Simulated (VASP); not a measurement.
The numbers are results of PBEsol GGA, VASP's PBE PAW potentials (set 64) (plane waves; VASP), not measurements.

Input for VASP

File KPOINTS:
```
kpoints
0
Gamma
  6 6 11
0 0 0
```

INCAR:
```
# general
SYSTEM  = HfV3N4
PREC    = Accurate
ENCUT   = 520
LREAL   = F
LASPH   = T

# electronic loop
EDIFF   = 1E-6
NELM    = 100
ALGO    = Normal
LMAXMIX = 6

# smearing
ISMEAR  = 1
SIGMA   = 0.1

# functional
GGA     = PS

# ions
IBRION  = 2
NSW     = 60
ISIF    = 3
EDIFFG  = -0.02

# output
LWAVE   = F
LCHARG  = F
```

POSCAR:
```
HfV3N4
1
    0.0227203250     4.1967033452     4.1929441419
    4.1967033452     0.0227203250     4.1929441419
    2.1097118351     2.1097118351    -0.0000000000
V N Hf
3 4 1
Direct
  0.0000000000   0.0000000000   0.0000000000
  0.0000000000   0.5000000000   0.0000000000
  0.5000000000   0.0000000000   0.0000000000
  0.2431442323   0.2431442323   0.5137115354
  0.2373915655   0.7626084345   0.5000000000
  0.7626084345   0.2373915655   0.5000000000
  0.7568557677   0.7568557677   0.4862884646
  0.5000000000   0.5000000000   0.0000000000
```

POTCAR, in this order: V_sv N Hf_pv (PBE.64 set). Program: vasp_std.

What VASP printed:

OSZICAR:
```
       N       E                     dE             d eps       ncg     rms          rms(c)
DAV:   1     0.883995503550E+03    0.88400E+03   -0.38122E+04  9700   0.187E+03
DAV:   2     0.595179978291E+01   -0.87804E+03   -0.86003E+03  9718   0.581E+02
DAV:   3    -0.997982501512E+02   -0.10575E+03   -0.10403E+03 12728   0.168E+02
DAV:   4    -0.103845310102E+03   -0.40471E+01   -0.40057E+01 11735   0.329E+01
DAV:   5    -0.103933309018E+03   -0.87999E-01   -0.87718E-01 12135   0.488E+00    0.882E+01
DAV:   6    -0.923392537937E+02    0.11594E+02   -0.27119E+02 12400   0.904E+01    0.403E+01
DAV:   7    -0.888212158785E+02    0.35180E+01   -0.19553E+02 13063   0.812E+01    0.479E+01
DAV:   8    -0.886999385457E+02    0.12128E+00   -0.51665E+01 12946   0.316E+01    0.351E+01
DAV:   9    -0.862464117831E+02    0.24535E+01   -0.78361E+01 13392   0.331E+01    0.130E+01
DAV:  10    -0.844579877912E+02    0.17884E+01   -0.68765E+00 12962   0.131E+01    0.679E+00
DAV:  11    -0.846688549997E+02   -0.21087E+00   -0.62519E+00 12839   0.107E+01    0.848E+00
DAV:  12    -0.844002389571E+02    0.26862E+00   -0.77776E+00 13012   0.106E+01    0.386E+00
DAV:  13    -0.842869089422E+02    0.11333E+00   -0.54644E-01 12595   0.343E+00    0.742E-01
DAV:  14    -0.842885633583E+02   -0.16544E-02   -0.10959E-02 11629   0.740E-01    0.889E-01
DAV:  15    -0.842838647097E+02    0.46986E-02   -0.50715E-02 12834   0.138E+00    0.296E-01
DAV:  16    -0.842835596383E+02    0.30507E-03   -0.31618E-03 12404   0.379E-01    0.642E-02
DAV:  17    -0.842835493830E+02    0.10255E-04   -0.41098E-04 13213   0.136E-01    0.370E-02
DAV:  18    -0.842835515198E+02   -0.21368E-05   -0.28995E-05 12158   0.359E-02    0.382E-02
DAV:  19    -0.842835449272E+02    0.65926E-05   -0.55000E-05 12831   0.468E-02    0.108E-02
DAV:  20    -0.842835445875E+02    0.33970E-06   -0.41069E-06  8718   0.131E-02
   1 F= -.84283545E+02 E0= -.84283134E+02  d E =-.842835E+02
       N       E                     dE             d eps       ncg     rms          rms(c)
DAV:   1    -0.842919281927E+02   -0.83833E-02   -0.40012E-01  9883   0.541E+00    0.847E-01
DAV:   2    -0.842868677194E+02    0.50605E-02   -0.19988E-02 10561   0.106E+00    0.412E-01
DAV:   3    -0.842918381227E+02   -0.49704E-02   -0.62116E-02 12886   0.152E+00    0.992E-01
DAV:   4    -0.842848528047E+02    0.69853E-02   -0.44560E-02 12894   0.129E+00    0.816E-02
DAV:   5    -0.842848457846E+02    0.70201E-05   -0.76990E-04 11452   0.189E-01    0.560E-02
DAV:   6    -0.842848310348E+02    0.14750E-04   -0.88783E-05 12277   0.649E-02    0.291E-02
DAV:   7    -0.842848288160E+02    0.22188E-05   -0.12205E-05 11379   0.228E-02    0.152E-02
DAV:   8    -0.842848285280E+02    0.28800E-06   -0.26372E-06  8347   0.111E-02
   2 F= -.84284829E+02 E0= -.84284590E+02  d E =-.128394E-02
```

### OUTCAR
```
------------------------ aborting loop because EDIFF is reached ----------------------------------------
  FORCE on cell =-STRESS in cart. coord.  units (eV):
  Direction    XX          YY          ZZ          XY          YZ          ZX
  --------------------------------------------------------------------------------------
  Total        0.0828466      0.0828466     -0.1532904     -0.1222703     -0.0000000     -0.0000000
  in kB        1.7977039      1.7977039     -3.3262769     -2.6531655     -0.0000000     -0.0000000
  external PRESSURE =       0.0897103 kB  Pullay stress =       0.0000000 kB
  volume of cell :       73.84
      direct lattice vectors                 reciprocal lattice vectors
     0.014223837  4.191909235  4.201926398    -0.119683498  0.119683498  0.118993041
     4.191909235  0.014223837  4.201926398     0.119683498 -0.119683498  0.118993041
     2.103066536  2.103066536 -0.000000000     0.237748065  0.237748065 -0.237986082
 POSITION                                       TOTAL-FORCE (eV/Angst)
 -----------------------------------------------------------------------------------
      6.29498      2.11729      4.20193         0.000000      0.000000     -0.000000
      2.09595      0.00711      2.10096         0.000000     -0.000000     -0.000000
      6.30209      4.21324      6.30289         0.000000      0.000000     -0.000000
      2.10307      2.10307      2.04237         0.000000      0.000000      0.013112
      4.25197      2.05723      4.20193         0.009553     -0.009553     -0.000000
      2.05723      4.25197      4.20193        -0.009553      0.009553     -0.000000
      4.20613      4.20613      6.36148        -0.000000     -0.000000     -0.013112
      2.10307      2.10307      4.20193         0.000000     -0.000000     -0.000000
 -----------------------------------------------------------------------------------
    total drift:                                0.000000      0.000000      0.000000
  FREE ENERGIE OF THE ION-ELECTRON SYSTEM (eV)
  ---------------------------------------------------
  free  energy   TOTEN  =       -84.2848285280 eV

  energy  without entropy=      -84.2841118746  energy(sigma->0) =      -84.28458964

 reached required accuracy - stopping structural energy minimisation
```
(Selected blocks of OUTCAR.)

**CONTCAR**
```
HfV3N4
   1.00000000000000
     0.0142238369744666    4.1919092345342639    4.2019263981672710
     4.1919092345342639    0.0142238369744666    4.2019263981672710
     2.1030665357543645    2.1030665357543645   -0.0000000000000000
  V               N               Hf
     3     4     1
Direct
     0.0000000000000000    1.0000000000000000    1.0000000000000000
     0.0000000000000000    0.5000000000000000    0.0000000000000000
     0.5000000000000000    1.0000000000000000    1.0000000000000000
     0.2430283544186379    0.2430283544186379    0.5139432911627172
     0.2373258483588926    0.7626741516411074    0.5000000000000000
     0.7626741516411074    0.2373258483588926    0.5000000000000000
     0.7569716455813621    0.7569716455813621    0.4860567088372829
     0.5000000000000000    0.5000000000000000    0.0000000000000000
```

The structure was generated: HfV3N4 was put into an ordered model structure (Cmmm), which need not be its known phase. This run relaxes it. Symmetry was kept, so distortions that lower it aren't found. The start is the result of an earlier pass. The run is not spin-polarised, so no magnetic state was tried. The electron count is odd and the run is not spin-polarised, which forces a metal.
